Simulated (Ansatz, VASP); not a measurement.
## One calculation of ZrMo3, two programs

```
Zr Mo
1.0
     4.11049    0.00000    0.00000
     0.00000    4.11049    0.00000
     0.00000    0.00000    4.11049
Zr Mo
1 3
Direct
  0.00000 0.00000 0.00000
  0.00000 0.50000 0.50000
  0.50000 0.00000 0.50000
  0.50000 0.50000 0.00000
```

Alike in both runs: functional r2SCAN; k mesh 4 × 4 × 4; occupations gaussian, width 0.1 eV; no spin polarisation.

Ansatz relaxed the structure, and its values are those at the end. VASP's run is a single point on that final structure, the one shown.

|  | VASP | Ansatz |
| --- | --- | --- |
| version | VASP 6.6.1 | Ansatz 0.2.0 |
| potentials or method | VASP PAW PBE potentials, release 64 (Zr_sv, Mo_sv) | scalar-relativistic, plane waves, PAW |
| plane-wave cutoff (eV) | 520 | 500 |
| valence electrons in the cell | 54 | 54 |

|  | VASP | Ansatz | Ansatz less VASP |
| --- | --- | --- | --- |
| gap on the k mesh at the Fermi level (eV) | none | none | - |
| pressure (GPa) | 0.9 | 0.4 | -0.51 |

A gap of «none» marks a metal or a gap that the smearing closes. The functional is the same, so the differences come from potentials, cutoffs and numerics.

Caveats: the k mesh is coarse (spacing up to 0.38 Å⁻¹), so the values aren't converged; the PAW data sets were made with another functional, which shifts forces and pressure a little (VASP).
